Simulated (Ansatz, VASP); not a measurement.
# Cross-check of SnGe2 between VASP and Ansatz, part 2 of 2

Wanted: the spread between two codes on one cell, functional and k mesh. The cell is generated by rule, not measured, and may not be a known phase. The cell is taken from a series of VASP runs on this material, whose earlier steps may have relaxed, scaled or displaced it; both programs get it as it stands.

VASP 6.6.1 and Ansatz 0.2.0.

So far. Step 2 (VASP: band structure, PBEsol, spin-orbit coupling): The run ends at a pressure of 16.82 GPa.

The structure was built from a prototype and need not be the compound's stable phase.

## Step 3: Ansatz: band structure, PBEsol, spin-orbit coupling

Level of this step: Ansatz beside VASP: Kohn-Sham DFT, plane waves, PBEsol, spin-orbit coupling (Ansatz).

Ansatz runs on its fully relativistic PAW (standard-fr) files.

The same cell, functional, mesh and smearing now go to Ansatz, which takes its cutoff from its data sets.

input.yaml reads:

```yaml
crystal:
  lattice:
    - [0.0, 3.11607, 3.11607]
    - [3.11607, 0.0, 3.11607]
    - [3.11607, 3.11607, 0.0]
  atoms:
    - { symbol: Sn, position: [0.0, 0.0, 0.0] }
    - { symbol: Ge, position: [0.25, 0.25, 0.25] }
    - { symbol: Ge, position: [0.75, 0.75, 0.75] }
hamiltonian:
  xc: pbesol
  pseudopotentials: { kind: paw_fr }
magnetization:
  noncollinear: true
  spin_orbit: true
kpoints:
  mp_grid: { grid: [8, 8, 8] }
  band_path:
    path:
      - [0.0, 0.0, 0.0]
      - [0.16667, 0.0, 0.16667]
      - [0.33333, 0.0, 0.33333]
      - [0.5, 0.0, 0.5]
      - [0.5, 0.08333, 0.58333]
      - [0.5, 0.18333, 0.68333]
      - [0.5, 0.25, 0.75]
      - [0.45, 0.3, 0.75]
      - [0.40833, 0.34167, 0.75]
      - [0.35, 0.35, 0.7]
      - [0.225, 0.225, 0.45]
      - [0.075, 0.075, 0.15]
      - [0.03333, 0.03333, 0.03333]
      - [0.23333, 0.23333, 0.23333]
      - [0.4, 0.4, 0.4]
      - [0.51667, 0.46667, 0.51667]
      - [0.55833, 0.38333, 0.55833]
      - [0.60833, 0.28333, 0.60833]
      - [0.60833, 0.25, 0.64167]
      - [0.55833, 0.25, 0.69167]
      - [0.51667, 0.25, 0.73333]
      - [0.5, 0.3, 0.7]
      - [0.5, 0.38333, 0.61667]
      - [0.5, 0.48333, 0.51667]
      - [0.475, 0.475, 0.55]
      - [0.425, 0.425, 0.65]
      - [0.38333, 0.38333, 0.73333]
      - [0.59167, 0.18333, 0.59167]
      - [0.55, 0.1, 0.55]
      - [0.5, 0.0, 0.5]
    npoints: 1
scf:
  occupations: { method: gaussian, width: 0.02 }
  n_extra_bands: 14
output:
  forces: true
  stress: true
  eigenvalues: true
```

Run with:

```sh
ansatz run input.yaml --threads 2 --pin off --max-ram 4608MiB --backend cpu --events-out ev --progress --plain --runs-dir out
```

Numbers of over 12 decimals in the logs are rounded to 6 here.

Log:

```text
scf.n_extra_bands = 14 over 42 filled bands (N_el = 42.0): the run solves 56 bands
Engine: ansatz 0.2.0, aarch64-unknown-linux-gnu
Pseudopotentials: kind: paw_fr
Pseudopotential: Sn, paw_fr, valence charge 14, recommended cutoff 420 eV (normal), Sn.paw.azcp#standard-fr
Pseudopotential: Ge, paw_fr, valence charge 14, recommended cutoff 420 eV (normal), Ge.paw.azcp#standard-fr
Functional definition: PBEsol
  exchange = pbesol_x
  correlation = pbesol_c
non-collinear run that drives no moment, with spin-orbit: no starting moment large enough to seed its density (crystal.atoms[].spin), no starting occupations that ask for one, no magnetisation constraint and no magnetic field, so the semilocal B_xc is pinned to zero
Crystal: 3 atoms, lattice volume = 60.513 Å³
Basis set: ecut = 420 eV, 1243 PW (Γ), exchange–correlation on 60×60×60 points (8 copies of the dense FFT grid, shifted against one another)
Bands: 56, of which v1, the nominal top of the filled ones, is band 42 counted from 1 (41 counted from 0)
Symmetry: 48 space group operations + 48 with time reversal
Magnetic group: BNS 225.117 (UNI 1619), of the structure as read, at distance tolerance 3.9e-5 Å
k-points: 29 of 512
Projection manifold: j_resolved (fully-relativistic pseudo-atomic orbitals)
Non-local potential: Sn, projectors of the file, l = 0: 2, l = 1: 4, l = 2: 4, l = 3: 4
Non-local potential: Ge, projectors of the file, l = 0: 2, l = 1: 4, l = 2: 6, l = 3: 2
PAW form: soft (Blöchl's): semilocal exchange-correlation on the pseudo side does not see the compensation charge
PAW frozen core: Sn, regenerated for the run's functional, and the local potential with it (the file was generated under x = pbe(κ = 0.804, μ = 0.219515), c = pbe(β = 0.066725))
PAW frozen core: Ge, regenerated for the run's functional, and the local potential with it (the file was generated under x = pbe(κ = 0.804, μ = 0.219515), c = pbe(β = 0.066725))
PAW one-centre angular grid: Sn, 590 points (default); XC on 64 Gauss nodes
PAW one-centre angular grid: Ge, 590 points (default); XC on 64 Gauss nodes
Initial density: superposition of atomic densities (chi_scale 0.1, normalization cell, long waves kept (reshape's long-wave potential 0.00 eV rms))
Initial wavefunctions: pseudopotential atomic-orbital guess
Functional: x = pbesol(κ = 0.804, μ = 0.123457), c = pbesol(β = 0.046)
SCF iter   1: F=—  HF=-14457.428881 eV  |F-HF|=—  |Δ(HF+E_count)|=         —  Δρ=2.00e-2  dr2=2.11e-1  dr2_m=0.00e0 (ungated)  ethr=3.10e-3  |M|=0.00e0 ∫|m|=0.00e0 μB  |m|>n=0.0e0 m-floor=0.0e0 τ_xc=0.0e0  β_m=0.30  ⟨swp⟩=6.1  Hψ=3632  notcnv=0  defer=42
preconditioner: auto → none  [insulator: Δε(μ)=0.053 eV  Ē_g=22.978 eV  σ=0.020 eV  W_gap=0.80  n_scr=14 (ndim 8)  ℏωp=30.9 eV  f_vac=0.005  D(μ)=8.14/eV (n_scr^D=112)  ε∞_Penn≈2.8]
SCF iter   2: F=—  HF=-14457.394264 eV  |F-HF|=—  |Δ(HF+E_count)|=   3.46e-2  Δρ=1.34e-2  dr2=8.92e-2  dr2_m=0.00e0 (ungated)  ethr=5.03e-4  |M|=0.00e0 ∫|m|=0.00e0 μB  |m|>n=0.0e0 m-floor=0.0e0 τ_xc=0.0e0  β_m=0.57  ⟨swp⟩=2.0  Hψ=1044  notcnv=0  defer=182
SCF iter   3: F=—  HF=-14457.380226 eV  |F-HF|=—  |Δ(HF+E_count)|=   1.40e-2  Δρ=1.93e-3  dr2=9.46e-4  dr2_m=0.00e0 (ungated)  ethr=2.12e-4  |M|=0.00e0 ∫|m|=0.00e0 μB  |m|>n=0.0e0 m-floor=0.0e0 τ_xc=0.0e0  β_m=0.70  ⟨swp⟩=3.0  Hψ=1435  notcnv=0  defer=186
SCF iter   4: F=—  HF=-14457.380297 eV  |F-HF|=—  |Δ(HF+E_count)|=   7.10e-5  Δρ=4.51e-4  dr2=1.16e-4  dr2_m=0.00e0 (ungated)  ethr=2.25e-6  |M|=0.00e0 ∫|m|=0.00e0 μB  |m|>n=0.0e0 m-floor=0.0e0 τ_xc=0.0e0  β_m=0.64  ⟨swp⟩=2.0  Hψ=1392  notcnv=0  defer=186
SCF iter   5: F=—  HF=-14457.380179 eV  |F-HF|=—  |Δ(HF+E_count)|=   1.18e-4  Δρ=1.55e-4  dr2=6.29e-6  dr2_m=0.00e0 (ungated)  ethr=2.77e-7  |M|=0.00e0 ∫|m|=0.00e0 μB  |m|>n=0.0e0 m-floor=0.0e0 τ_xc=0.0e0  β_m=0.64  ⟨swp⟩=2.0  Hψ=1338  notcnv=0  defer=186
SCF iter   6: F=—  HF=-14457.380178 eV  |F-HF|=—  |Δ(HF+E_count)|=   6.55e-7  Δρ=4.58e-5  dr2=8.82e-7  dr2_m=0.00e0 (ungated)  ethr=1.50e-8  |M|=0.00e0 ∫|m|=0.00e0 μB  |m|>n=0.0e0 m-floor=0.0e0 τ_xc=0.0e0  β_m=0.62  ⟨swp⟩=2.0  Hψ=1338  notcnv=0  defer=186
SCF iter   7: F=-14457.380178 eV  HF=-14457.380178 eV  |F-HF|=1.70e-8  |Δ(HF+E_count)|=   2.11e-7  Δρ=4.73e-6  dr2=1.12e-8  dr2_m=0.00e0 (ungated)  ethr=2.38e-10  |M|=0.00e0 ∫|m|=0.00e0 μB  |m|>n=0.0e0 m-floor=0.0e0 τ_xc=0.0e0  ⟨swp⟩=8.7  Hψ=3788  notcnv=0
SCF 1 converged in 7 iterations: F = -14457.380178 eV  dr2 = 1.12e-8
  greatest PAW one-centre occupation: 0.998 electrons in one spin orbital (limit 2), on the Ge atom at site 1 (counted from 0), in its partial waves of l = 2
NSCF: frozen V_eff on 30 k-points
SCF converged after 7 iterations
Magnetization: |M| = 0.0000 μB,  M = (+0.0000, +0.0000, +0.0000) μB
Absolute magnetization: 0.0000 μB (∫|m|)
  site 0: m = (+0.0000, +0.0000, +0.0000) μB, |m| = 0.0000 μB  (R = 1.11 Å)
  site 1: m = (+0.0000, +0.0000, +0.0000) μB, |m| = 0.0000 μB  (R = 1.11 Å)
  site 2: m = (+0.0000, +0.0000, +0.0000) μB, |m| = 0.0000 μB  (R = 1.11 Å)
Free energy (F): -14457.380178 eV
Harris-Foulkes:  -14457.380178 eV  (|F-HF|=1.70e-8)
Internal energy: -14457.379489 eV  (E = F + TS)
E sigma→0 (E₀):  -14457.379834 eV
Entropy (-TS):   -0.000689 eV (-0.230 meV/atom)
Fermi energy:    12.068342 eV
--- Per-component energies (eV) ---
  E_band       = -278.783191
  E_kinetic    = 416.946038
  E_local      = -5288.407150  (includes V_loc(G=0)·N_el)
  E_nonlocal   = 805.444214
  E_hartree    = 2494.786628
  E_xc         = -533.388487
  E_vxc        = -231.447640  (∫ρ·V_xc dr)
  E_paw        = -8020.547946  (= ΣΔE_a)
  E_vpaw       = -970.890822  (= ΣTr[D̂ρ^β])
  E_aug_tail   = 0.000583  (compensation charges beyond the density's cutoff)
  E_ewald      = -4334.343787
  E_core_change = 2.130418  (= ΣΔE_core)
  E_smearing   = -0.000689  (= −TS)
  E_closure    = 0.000000  (closes the sum)
  Σ components = -14457.380178   (vs F -14457.380178, Δ=0.00e0)
--- Forces (eV/Å), atoms counted from 1 ---
  atom   1  Sn    -0.00000000     0.00000000     0.00000000
  atom   2  Ge     0.00000000    -0.00000000     0.00000000
  atom   3  Ge     0.00000000    -0.00000000     0.00000000
  max |Σ_I F_I| component: 9.25e-18 eV/Å
--- Stress (GPa, compression-positive) ---
       17.096626       0.000000      -0.000000
       -0.000000      17.096626       0.000000
        0.000000       0.000000      17.096626
  P = ⅓ Tr σ = 17.0966 GPa (170.966 kbar)
--- Band table (eV; the first three rows and the last of 29) ---
  k-point 0: bands = [... 38 lower, 10.4552, 10.4552, 10.7292, 10.7292, 11.3211, 11.3211, 11.3211, 11.3211, ... 10 higher]
  k-point 1: bands = [... 38 lower, 10.0300, 10.0300, 11.1472, 11.1472, 11.4060, 11.4060, 11.6889, 11.6889, ... 10 higher]
  k-point 2: bands = [... 38 lower, 9.5211, 9.5211, 11.4197, 11.4197, 11.5902, 11.5902, 11.7633, 11.7633, ... 10 higher]
  k-point 28: bands = [... 38 lower, 10.8237, 10.8237, 10.9139, 10.9139, 13.5373, 13.5373, 14.7000, 14.7000, ... 10 higher]
```

It took 19 s on 2 threads of Arm Neoverse V1, shared host; peak memory 0.59 GiB; 37 s of CPU time.

## Step 4: Side by side

Known differences besides the potentials themselves: spin-orbit coupling enters by fully relativistic files in Ansatz and inside the spheres in VASP; the cutoff is 420 eV in Ansatz and 410 eV in VASP; Ansatz makes its cores anew for this functional, VASP keeps those of its PBE data sets. Total energies have different zeros and are not compared.

Compared:

```csv
quantity,Ansatz,VASP,difference
pressure (GPa),17.10,16.82,+0.27
```

Levels from 3 eV below to 2 eV above the Fermi level differ by 2 meV r.m.s. and 16 meV at most; each VASP level is matched to the nearest of Ansatz, which flatters the figure a little.

## Step 5: Outcome

```json
{"r.m.s. difference of levels near the Fermi level (band structure, PBEsol, spin-orbit coupling)": "2.4 meV"}
```

**Reading.** The r.m.s. difference of levels near the Fermi level is 2.4 meV (band structure, PBEsol, spin-orbit coupling), within the 80 meV picked in this series as the mark of a large difference. 1 further run of this series is not shown here. How closely two codes agree says nothing of how well the functional describes the real material.

[Lines on the potential files, build, host, timing and source positions are cut from VASP's logs without a mark.]

[Logs are printed without paths, hosts, clocks, repeated set-up lines and the standing remarks that a program may print on its own settings, such as how far it seeks lower states.]

[Hosts, paths, dates, database ids (printed as entryN), source tags and the programs' standing remarks are cut or masked in the printed files.]
